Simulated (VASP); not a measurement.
Here is the system:

```yaml
crystal:
  lattice:
    - [4.25158, 0.00000, 0.00000]
    - [0.00000, 4.25158, 0.00000]
    - [0.00000, 0.00000, 4.25158]
  atoms:
    - { symbol: Cs, position: [0.00000, 0.00000, 0.00000] }
    - { symbol: Cl, position: [0.50000, 0.50000, 0.50000] }
```

Calculation: HSE06 screened hybrid, VASP's PBE PAW potentials (set 64) (plane waves; VASP). Run with 520 eV cut-off, 6×6×6 Γ-centred mesh, Gaussian smearing of 0.050 eV, potentials Cs_sv Cl.

Unless said otherwise, spin-orbit coupling is left out, though it shifts the bands of the heavy elements here.

Estimate the energy per atom (σ→0), band gap (on the k-mesh) with the smallest direct gap where there is one.

band gap (on the k-mesh): 6.18 eV
smallest direct gap (on the k-mesh): 6.18 eV
energy per atom (σ→0): -3.817 eV/atom

The compound is CsCl in the CsCl type structure. This cell is one point of a volume scan, at 1.03 of the reference volume. The cell's shape comes from a PBE relaxation.
